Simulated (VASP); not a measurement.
All values below come from PBE GGA, VASP's PBE PAW potentials (set 64) (plane waves; VASP).

VASP ran on this input.

INCAR:
```
# general
SYSTEM    =  Fe3N
PREC      =  Accurate
ENCUT     =  520   # plane-wave cut-off (eV)
LREAL     =  .FALSE.   # projection in real space or not
LASPH     =  .TRUE.
KSPACING  =  0.16
KGAMMA    =  .TRUE.

# electronic loop
EDIFF     =  1E-6
NELM      =  100   # most electronic steps
ALGO      =  Normal
LMAXMIX   =  4

# smearing
ISMEAR    =  0   # Gaussian
SIGMA     =  0.05   # width (eV)

# functional
GGA       =  PE   # PBE

# spin
ISPIN     =  2
MAGMOM    =  0.0 4.0 4.0 4.0

# ions
ISIF      =  2

# output
LWAVE     =  .FALSE.
LCHARG    =  .FALSE.
LORBIT    =  10
```

**POSCAR**
```
Fe3N
1
    0.0000000000     2.9466660000     2.9466660000
    2.9466660000     0.0000000000     2.9466660000
    2.9466660000     2.9466660000     0.0000000000
N Fe
1 3
Direct
  0.0000000000   0.0000000000   0.0000000000
  0.5000000000   0.5000000000   0.5000000000
  0.2500000000   0.2500000000   0.2500000000
  0.7500000000   0.7500000000   0.7500000000
```

POTCAR, in this order: N Fe (PBE.64 set). Program: vasp_std.

The resulting files:

### OSZICAR
```
       N       E                     dE             d eps       ncg     rms          rms(c)
DAV:   1     0.189427260350E+03    0.18943E+03   -0.12786E+04  6912   0.145E+03
DAV:   2    -0.149488184329E+02   -0.20438E+03   -0.19242E+03  6960   0.295E+02
DAV:   3    -0.322226106789E+02   -0.17274E+02   -0.15307E+02  9528   0.933E+01
DAV:   4    -0.328089712335E+02   -0.58636E+00   -0.58251E+00  7088   0.183E+01
DAV:   5    -0.328168787804E+02   -0.79075E-02   -0.79059E-02  7976   0.196E+00    0.198E+01
DAV:   6    -0.417271723507E+02   -0.89103E+01   -0.51457E+01  9504   0.127E+02    0.490E+01
DAV:   7    -0.334775798680E+02    0.82496E+01   -0.78987E+01  8584   0.114E+02    0.335E+01
DAV:   8    -0.282671294524E+02    0.52105E+01   -0.15792E+01  9408   0.611E+01    0.543E+00
DAV:   9    -0.285143987984E+02   -0.24727E+00   -0.19665E+00  7304   0.135E+01    0.440E+00
DAV:  10    -0.285326724938E+02   -0.18274E-01   -0.98097E-02  8984   0.360E+00    0.279E+00
DAV:  11    -0.285321760048E+02    0.49649E-03   -0.49141E-02 10040   0.184E+00    0.147E+00
DAV:  12    -0.285295484880E+02    0.26275E-02   -0.27278E-02 10632   0.200E+00    0.725E-01
DAV:  13    -0.285321848887E+02   -0.26364E-02   -0.57356E-03  8904   0.108E+00    0.296E-01
DAV:  14    -0.285318859179E+02    0.29897E-03   -0.18502E-03  9720   0.622E-01    0.851E-02
DAV:  15    -0.285319215510E+02   -0.35633E-04   -0.26946E-04  8416   0.178E-01    0.419E-02
DAV:  16    -0.285319214290E+02    0.12198E-06   -0.22061E-05  8184   0.554E-02    0.261E-02
DAV:  17    -0.285319222610E+02   -0.83201E-06   -0.48814E-06  7384   0.206E-02
   1 F= -.28531922E+02 E0= -.28527787E+02  d E =-.827144E-02  mag=     9.3270
```

File OUTCAR:
```
------------------------ aborting loop because EDIFF is reached ----------------------------------------
  FORCE on cell =-STRESS in cart. coord.  units (eV):
  Direction    XX          YY          ZZ          XY          YZ          ZX
  --------------------------------------------------------------------------------------
  Total       -5.5946011     -5.5946011     -5.5946011      0.0000000      0.0000000      0.0000000
  in kB     -175.1688888   -175.1688888   -175.1688888      0.0000000      0.0000000      0.0000000
  external PRESSURE =    -175.1688888 kB  Pullay stress =       0.0000000 kB
  volume of cell :       51.17
      direct lattice vectors                 reciprocal lattice vectors
     0.000000000  2.946666000  2.946666000    -0.169683296  0.169683296  0.169683296
     2.946666000  0.000000000  2.946666000     0.169683296 -0.169683296  0.169683296
     2.946666000  2.946666000  0.000000000     0.169683296  0.169683296 -0.169683296
 POSITION                                       TOTAL-FORCE (eV/Angst)
 -----------------------------------------------------------------------------------
      0.00000      0.00000      0.00000        -0.000000     -0.000000      0.000000
      2.94667      2.94667      2.94667        -0.000000     -0.000000      0.000000
      1.47333      1.47333      1.47333        -0.000000     -0.000000     -0.000000
      4.42000      4.42000      4.42000         0.000000      0.000000      0.000000
 -----------------------------------------------------------------------------------
    total drift:                               -0.000000     -0.000000      0.000000
  FREE ENERGIE OF THE ION-ELECTRON SYSTEM (eV)
  ---------------------------------------------------
  free  energy   TOTEN  =       -28.5319222610 eV

  energy  without entropy=      -28.5236508204  energy(sigma->0) =      -28.52778654

 total charge

# of ion       s       p       d       tot
------------------------------------------
    1        1.333   2.046   0.000   3.379
    2        0.438   0.327   6.267   7.033
    3        0.369   0.320   6.116   6.805
    4        0.369   0.320   6.116   6.805
--------------------------------------------------
tot          2.509   3.013  18.499  24.021

 magnetization (x)

# of ion       s       p       d       tot
------------------------------------------
    1        0.021   0.323   0.000   0.344
    2       -0.038  -0.000   2.773   2.735
    3       -0.001  -0.011   3.050   3.038
    4       -0.001  -0.011   3.050   3.038
--------------------------------------------------
tot         -0.020   0.301   8.874   9.155
```
(Selected blocks of OUTCAR.)

**OUTCAR**
```
 val. band max:        4.3816146597   @ k =  -0.4167   0.2500   0.0000

 cond. band min:       4.3833086466   @ k =  -0.4167   0.1667   0.0000


 Fermi energy:         4.3821356965

 spin component 1

 k-point     1 :       0.0000    0.0000    0.0000
  band No.  band energies     occupation
      1      -9.6702      1.00000
      2      -0.1131      1.00000
      3      -0.1131      1.00000
      4      -0.1131      1.00000
      5       0.1694      1.00000
      6       0.3674      1.00000
      7       0.3674      1.00000
      8       1.5305      1.00000
      9       1.5305      1.00000
     10       1.5305      1.00000
     11       2.8274      1.00000
     12       2.8274      1.00000
     13       2.9151      1.00000
     14       2.9151      1.00000
     15       2.9151      1.00000
     16       2.9401      1.00000
     17       2.9401      1.00000
     18       4.0028      1.00000
     19       4.0028      1.00000
     20       4.0028      1.00000
     21      10.8113      0.00000
     22      10.8113      0.00000
     23      10.8113      0.00000
     24      12.6262      0.00000

 k-point     2 :       0.0833    0.0000    0.0000
  band No.  band energies     occupation
      1      -9.6432      1.00000
      2      -0.5411      1.00000
      3      -0.1339      1.00000
      4      -0.1339      1.00000
      5       0.4384      1.00000
      6       0.4384      1.00000
      7       0.6709      1.00000
      8       1.5162      1.00000
      9       1.5162      1.00000
     10       1.5563      1.00000
     11       2.6974      1.00000
     12       2.7048      1.00000
     13       2.7048      1.00000
     14       2.9280      1.00000
     15       2.9280      1.00000
     16       2.9772      1.00000
     17       2.9772      1.00000
     18       4.0379      1.00000
     19       4.0379      1.00000
     20       4.1361      1.00000
     21      10.0066      0.00000
     22      10.7069      0.00000
...
```

The moments were started parallel, and other spin orders were not tried in this run.

The structure was generated: Fe3N was put into the D03 type (Fm-3m), which need not be its known phase. The cell was not relaxed at this level. The run is one of a series of settings (KGAMMA = .TRUE., KSPACING = 0.16, KPOINTS file removed against the base run), some of them coarse on purpose.
